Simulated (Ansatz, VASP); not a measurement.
# Cross-check of TiPbSe3 between VASP and Ansatz, part 2 of 3

Aim: how closely do two programs agree when they are given the same cell, functional and k mesh? The cell is generated by rule, not measured, and may not be a known phase. The cell is taken from a series of runs on this material, whose earlier steps may have relaxed, scaled, displaced or heated it; both programs get it as it stands.

VASP 6.6.1 and Ansatz 0.2.0.

So far: Set-up; VASP: zone-centre phonons, LDA.

### 2. VASP: zone-centre phonons, LDA (continued)

Level of this step: LDA, no spin polarisation; plane waves and PAW (Ti_sv, Pb_d, Se); invented cell (VASP).

From OUTCAR (step 2):

```text
ion  position               nearest neighbor table
   1  0.500  0.500  0.500-   3 2.44   4 2.44   5 2.44   5 2.44   4 2.44   3 2.44
   2  0.000  0.000  0.000-   3 3.45   4 3.45   5 3.45   3 3.45   4 3.45   3 3.45   5 3.45   3 3.45
                             4 3.45   5 3.45   4 3.45   5 3.45
   3  0.000  0.500  0.500-   1 2.44   1 2.44   2 3.45   2 3.45   2 3.45   2 3.45
   4  0.500  0.000  0.500-   1 2.44   1 2.44   2 3.45   2 3.45   2 3.45   2 3.45
   5  0.500  0.500  0.000-   1 2.44   1 2.44   2 3.45   2 3.45   2 3.45   2 3.45

  LATTYP: Found a simple cubic cell.
 ALAT       =     4.8848117869

 Subroutine GETGRP returns: Found 48 space group operations
 (whereof 48 operations were pure point group operations)

The static configuration has the point symmetry O_h .

 Found     20 irreducible k-points:

   k-points           NKPTS =     20   k-points in BZ     NKDIM =     20   number of bands    NBANDS=     28

   dimension x,y,z NGX =    36 NGY =   36 NGZ =   36
   dimension x,y,z NGXF=    72 NGYF=   72 NGZF=   72

   ENCUT  =  500.0 eV  36.75 Ry    6.06 a.u.   8.91  8.91  8.91*2*pi/ulx,y,z

   NELECT =      44.0000    total number of electrons

 k-points in reciprocal lattice and weights: Automatic mesh
   0.00000000  0.00000000  0.00000000       0.005
   0.16666667  0.00000000  0.00000000       0.028
   0.33333333  0.00000000  0.00000000       0.028
   0.50000000  0.00000000  0.00000000       0.014
   0.16666667  0.16666667  0.00000000       0.056
   0.33333333  0.16666667  0.00000000       0.111
   0.50000000  0.16666667  0.00000000       0.056
   0.33333333  0.33333333  0.00000000       0.056
   0.50000000  0.33333333  0.00000000       0.056
[...]
0.50000000  0.50000000  0.33333333       0.028
   0.50000000  0.50000000  0.50000000       0.005

 average (electrostatic) potential at core
       1 -76.0483       2 -92.6642       3 -58.5700       4 -58.5700       5 -58.5700

  Total        0.1052524      0.1052524      0.1052524      0.0000000      0.0000000     -0.0000000
  in kB        1.4467683      1.4467683      1.4467683      0.0000000      0.0000000     -0.0000000
  external PRESSURE =       1.4467683 kB  Pullay stress =       0.0000000 kB

  energy-cutoff  :      500.00
  volume of cell :      116.56
      direct lattice vectors                 reciprocal lattice vectors
     4.884811787  0.000000000  0.000000000     0.204716178  0.000000000  0.000000000
     0.000000000  4.884811787  0.000000000     0.000000000  0.204716178  0.000000000
     0.000000000  0.000000000  4.884811787     0.000000000  0.000000000  0.204716178

 POSITION                                       TOTAL-FORCE (eV/Angst)
 -----------------------------------------------------------------------------------
      2.44241      2.44241      2.44241         0.000000      0.000000      0.000000
      0.00000      0.00000      0.00000         0.000000      0.000000      0.000000
      0.00000      2.44241      2.44241         0.000000      0.000000      0.000000
      2.44241      0.00000      2.44241         0.000000      0.000000      0.000000
      2.44241      2.44241      0.00000         0.000000      0.000000      0.000000
 -----------------------------------------------------------------------------------
    total drift:                                0.000000      0.000000      0.000000

 Eigenvectors and eigenvalues of the dynamical matrix
 ----------------------------------------------------

   1 f  =    8.277605 THz    52.009727 2PiTHz  276.111187 cm-1    34.233409 meV
             X         Y         Z           dx          dy          dz
      2.442406  2.442406  2.442406     0.025941   -0.619809   -0.000000
      0.000000  0.000000  0.000000    -0.000094    0.002239   -0.000000
      0.000000  2.442406  2.442406    -0.031641   -0.145882   -0.000000
      2.442406  0.000000  2.442406     0.006106    0.755990    0.000000
      2.442406  2.442406  0.000000     0.006106   -0.145882    0.000000

   2 f  =    8.277605 THz    52.009727 2PiTHz  276.111187 cm-1    34.233409 meV
             X         Y         Z           dx          dy          dz
      2.442406  2.442406  2.442406    -0.000000    0.000000   -0.620351
      0.000000  0.000000  0.000000    -0.000000    0.000000    0.002241
      0.000000  2.442406  2.442406     0.000000    0.000000   -0.146010
      2.442406  0.000000  2.442406    -0.000000   -0.000000   -0.146010
      2.442406  2.442406  0.000000    -0.000000    0.000000    0.756651

   3 f  =    8.277605 THz    52.009727 2PiTHz  276.111187 cm-1    34.233409 meV
             X         Y         Z           dx          dy          dz
      2.442406  2.442406  2.442406    -0.619809   -0.025941   -0.000000
      0.000000  0.000000  0.000000     0.002239    0.000094   -0.000000
      0.000000  2.442406  2.442406     0.755990   -0.006106   -0.000000
      2.442406  0.000000  2.442406    -0.145882    0.031641    0.000000
      2.442406  2.442406  0.000000    -0.145882   -0.006106   -0.000000

   4 f  =    1.546200 THz     9.715058 2PiTHz   51.575666 cm-1     6.394565 meV
             X         Y         Z           dx          dy          dz
      2.442406  2.442406  2.442406    -0.759908   -0.101564    0.008862
      0.000000  0.000000  0.000000     0.146523    0.019583   -0.001709
      0.000000  2.442406  2.442406    -0.541517    0.028376   -0.002476
      2.442406  0.000000  2.442406     0.212309   -0.072375   -0.002476
      2.442406  2.442406  0.000000     0.212309    0.028376    0.006315

   5 f  =    1.546200 THz     9.715058 2PiTHz   51.575666 cm-1     6.394565 meV
             X         Y         Z           dx          dy          dz
      2.442406  2.442406  2.442406    -0.101626    0.759934   -0.005032
      0.000000  0.000000  0.000000     0.019595   -0.146528    0.000970
      0.000000  2.442406  2.442406    -0.072420   -0.212316    0.001406
      2.442406  0.000000  2.442406     0.028393    0.541536    0.001406
      2.442406  2.442406  0.000000     0.028393   -0.212316   -0.003586

   6 f  =    1.546200 THz     9.715058 2PiTHz   51.575666 cm-1     6.394565 meV
             X         Y         Z           dx          dy          dz
      2.442406  2.442406  2.442406     0.008117    0.006162    0.766648
      0.000000  0.000000  0.000000    -0.001565   -0.001188   -0.147822
      0.000000  2.442406  2.442406     0.005785   -0.001721   -0.214192
      2.442406  0.000000  2.442406    -0.002268    0.004391   -0.214192
      2.442406  2.442406  0.000000    -0.002268   -0.001721    0.546321

   7 f/i=    0.300811 THz     1.890053 2PiTHz   10.033984 cm-1     1.244055 meV
             X         Y         Z           dx          dy          dz
      2.442406  2.442406  2.442406    -0.151979   -0.064838    0.002256
      0.000000  0.000000  0.000000    -0.646594   -0.275855    0.009598
      0.000000  2.442406  2.442406    -0.278737   -0.172503    0.006002
      2.442406  0.000000  2.442406    -0.404340   -0.118917    0.006002
      2.442406  2.442406  0.000000    -0.404340   -0.172503    0.004138

   8 f/i=    0.300811 THz     1.890053 2PiTHz   10.033984 cm-1     1.244055 meV
             X         Y         Z           dx          dy          dz
      2.442406  2.442406  2.442406     0.064868   -0.151965    0.002359
      0.000000  0.000000  0.000000     0.275979   -0.646535    0.010038
      0.000000  2.442406  2.442406     0.118970   -0.404303    0.006277
      2.442406  0.000000  2.442406     0.172580   -0.278711    0.006277
      2.442406  2.442406  0.000000     0.172580   -0.404303    0.004327

   9 f/i=    0.300811 THz     1.890053 2PiTHz   10.033984 cm-1     1.244055 meV
             X         Y         Z           dx          dy          dz
      2.442406  2.442406  2.442406     0.001149    0.003055    0.165215
      0.000000  0.000000  0.000000     0.004888    0.013000    0.702908
      0.000000  2.442406  2.442406     0.002107    0.008129    0.439555
      2.442406  0.000000  2.442406     0.003057    0.005604    0.439555
      2.442406  2.442406  0.000000     0.003057    0.008129    0.303013

  10 f/i=    1.614918 THz    10.146826 2PiTHz   53.867850 cm-1     6.678759 meV
             X         Y         Z           dx          dy          dz
      2.442406  2.442406  2.442406     0.000000   -0.000000    0.000000
      0.000000  0.000000  0.000000     0.000000    0.000000    0.000000
      0.000000  2.442406  2.442406    -0.000000   -0.580288    0.404021
      2.442406  0.000000  2.442406    -0.005713   -0.000000   -0.404021
      2.442406  2.442406  0.000000     0.005713    0.580288    0.000000

  11 f/i=    1.614918 THz    10.146826 2PiTHz   53.867850 cm-1     6.678759 meV
             X         Y         Z           dx          dy          dz
      2.442406  2.442406  2.442406     0.000000    0.000000   -0.000000
      0.000000  0.000000  0.000000     0.000000   -0.000000    0.000000
      0.000000  2.442406  2.442406    -0.000000    0.233981    0.327844
      2.442406  0.000000  2.442406    -0.581181    0.000000   -0.327844
      2.442406  2.442406  0.000000     0.581181   -0.233981   -0.000000

  12 f/i=    1.614918 THz    10.146826 2PiTHz   53.867850 cm-1     6.678759 meV
             X         Y         Z           dx          dy          dz
      2.442406  2.442406  2.442406    -0.000000   -0.000000    0.000000
      0.000000  0.000000  0.000000    -0.000000   -0.000000    0.000000
      0.000000  2.442406  2.442406    -0.000000   -0.329422   -0.478837
      2.442406  0.000000  2.442406    -0.402735   -0.000000    0.478837
      2.442406  2.442406  0.000000     0.402735    0.329422   -0.000000

  13 f/i=    2.418332 THz    15.194827 2PiTHz   80.666869 cm-1    10.001413 meV
             X         Y         Z           dx          dy          dz
      2.442406  2.442406  2.442406    -0.002064    0.000111   -0.000048
      0.000000  0.000000  0.000000     0.694419   -0.037329    0.015985
      0.000000  2.442406  2.442406    -0.192304    0.026263   -0.011247
      2.442406  0.000000  2.442406    -0.488564    0.010337   -0.011247
      2.442406  2.442406  0.000000    -0.488564    0.026263   -0.004427

  14 f/i=    2.418332 THz    15.194827 2PiTHz   80.666869 cm-1    10.001413 meV
             X         Y         Z           dx          dy          dz
      2.442406  2.442406  2.442406     0.000049    0.000026   -0.002067
      0.000000  0.000000  0.000000    -0.016482   -0.008843    0.695354
      0.000000  2.442406  2.442406     0.004564    0.006221   -0.489221
      2.442406  0.000000  2.442406     0.011596    0.002449   -0.489221
      2.442406  2.442406  0.000000     0.011596    0.006221   -0.192563

  15 f/i=    2.418332 THz    15.194827 2PiTHz   80.666869 cm-1    10.001413 meV
             X         Y         Z           dx          dy          dz
      2.442406  2.442406  2.442406    -0.000110   -0.002065   -0.000029
      0.000000  0.000000  0.000000     0.037112    0.694547    0.009712
      0.000000  2.442406  2.442406    -0.010277   -0.488653   -0.006833
      2.442406  0.000000  2.442406    -0.026110   -0.192339   -0.006833
      2.442406  2.442406  0.000000    -0.026110   -0.488653   -0.002690

 ELASTIC MODULI CONTR FROM IONIC RELAXATION (kBar)
 Direction    XX          YY          ZZ          XY          YZ          ZX
 --------------------------------------------------------------------------------
 XX           0.0000      0.0000      0.0000      0.0000      0.0000      0.0000
 YY           0.0000      0.0000      0.0000      0.0000      0.0000      0.0000
 ZZ           0.0000      0.0000      0.0000      0.0000      0.0000      0.0000
 XY           0.0000      0.0000      0.0000      0.0000      0.0000      0.0000
 YZ           0.0000      0.0000      0.0000      0.0000      0.0000      0.0000
 ZX           0.0000      0.0000      0.0000      0.0000      0.0000      0.0000
 --------------------------------------------------------------------------------
```

This run has no spin polarisation, so a moment on Ti, if there is one, isn't seen.

[end of part 2 of 3]

[Lines on the potential files, build, host, timing and source positions are cut from VASP's logs without a mark.]

[Logs are printed without paths, hosts, clocks, repeated set-up lines and the standing remarks that a program may print on its own settings, such as how far it seeks lower states.]

[Hosts, paths, dates, database ids (printed as entryN), source tags and the programs' standing remarks are cut or masked in the printed files.]
